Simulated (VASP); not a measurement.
BeCdO2: relaxation of cell and atoms with PBE

BeCdO2:

```
CELL_PARAMETERS angstrom
5.21801 0.00000 0.00000
0.00000 5.21801 0.00000
0.00000 0.00000 6.52157
ATOMIC_POSITIONS crystal
Be 0.19461 0.19461 0.00000
Be 0.69461 0.30539 0.75000
Be 0.30539 0.69461 0.25000
Be 0.80539 0.80539 0.50000
Cd 0.30320 0.69680 0.75000
Cd 0.19680 0.19680 0.50000
Cd 0.80320 0.80320 0.00000
Cd 0.69680 0.30320 0.25000
O 0.26817 0.37623 0.19984
O 0.37623 0.26817 0.80016
O 0.87623 0.23183 0.94984
O 0.76817 0.12377 0.55016
O 0.23183 0.87623 0.05016
O 0.12377 0.76817 0.44984
O 0.62377 0.73183 0.30016
O 0.73183 0.62377 0.69984
```

The cell was built by a generator and needn't be a form met in nature.

```
Program                : VASP 6.6.1
Task                   : relaxation of cell and atoms
Functional             : PBE
Potentials or basis    : VASP PAW PBE potentials, release 64 (Be, Cd, O)
Cutoff                 : 520 eV
k mesh                 : 6 × 6 × 4
Occupations            : gaussian, width 0.03 eV
Spin                   : no spin polarisation
Further INCAR settings : ALGO = Normal; EDIFF = 1e-07; IBRION = 2; POTIM = 0.3; EDIFFG = -0.005; NSW = 60; ISIF = 3
```

```json
{"Energy gained by relaxing": "0.0 meV/atom", "Ionic steps": "2", "Pressure after relaxing": "0.0 GPa", "Largest force after relaxing": "0.005 eV/Å", "Band gap on the k mesh": "1.35 eV, direct"}
```

Forces in eV/Å, atoms in the order of the input:
```
Be  -0.002 -0.002  0.000
Be  -0.002  0.002  0.000
Be   0.002 -0.002  0.000
Be   0.002  0.002  0.000
Cd   0.003 -0.003  0.000
Cd  -0.003 -0.003  0.000
Cd   0.003  0.003  0.000
Cd  -0.003  0.003  0.000
O   -0.004  0.000  0.002
O    0.000 -0.004 -0.002
O    0.000  0.004  0.002
O   -0.004  0.000 -0.002
O    0.004  0.000 -0.002
O    0.000 -0.004  0.002
O    0.000  0.004 -0.002
O    0.004  0.000  0.002
```

Final structure:
```
CELL_PARAMETERS angstrom
5.21817 0.00000 0.00000
0.00000 5.21817 0.00000
0.00000 0.00000 6.52104
ATOMIC_POSITIONS crystal
Be 0.19459 0.19459 0.00000
Be 0.69459 0.30541 0.75000
Be 0.30541 0.69459 0.25000
Be 0.80541 0.80541 0.50000
Cd 0.30321 0.69679 0.75000
Cd 0.19679 0.19679 0.50000
Cd 0.80321 0.80321 0.00000
Cd 0.69679 0.30321 0.25000
O 0.26813 0.37622 0.19985
O 0.37622 0.26813 0.80015
O 0.87622 0.23187 0.94985
O 0.76813 0.12378 0.55015
O 0.23187 0.87622 0.05015
O 0.12378 0.76813 0.44985
O 0.62378 0.73187 0.30015
O 0.73187 0.62378 0.69985
```

Levels at points of the mesh, in eV from the valence-band top:
| k point | band 48 | band 49 | band 50 | band 51 | band 52 | band 53 | band 54 | band 55 | band 56 | band 57 |
| --- | --- | --- | --- | --- | --- | --- | --- | --- | --- | --- |
| (0.00, 0.00, 0.00) | -0.51 | -0.36 | -0.32 | -0.32 | 0.00 | 1.35 | 4.37 | 4.37 | 6.97 | 7.28 |
| (0.50, 0.00, 0.00) | -0.60 | -0.53 | -0.53 | -0.35 | -0.35 | 3.35 | 3.35 | 5.14 | 5.14 | 6.82 |
| (0.50, 0.50, 0.00) | -0.91 | -0.22 | -0.22 | -0.14 | -0.14 | 4.36 | 4.36 | 4.65 | 4.65 | 6.30 |
| (0.00, 0.00, 0.50) | -0.74 | -0.62 | -0.62 | -0.38 | -0.38 | 3.05 | 3.05 | 5.71 | 5.71 | 7.29 |
| (0.50, 0.00, 0.50) | -0.99 | -0.46 | -0.46 | -0.10 | -0.10 | 4.19 | 4.19 | 4.41 | 4.41 | 7.00 |
| (0.50, 0.50, 0.50) | -0.95 | -0.09 | -0.09 | -0.09 | -0.09 | 4.90 | 4.90 | 4.90 | 4.90 | 6.27 |

It took 2.2 min on 8 MPI ranks on Intel(R) Xeon(R) Platinum 8488C (Sapphire Rapids) (shared host), peak memory 0.47 GiB a rank.

A k mesh can miss the band edges.
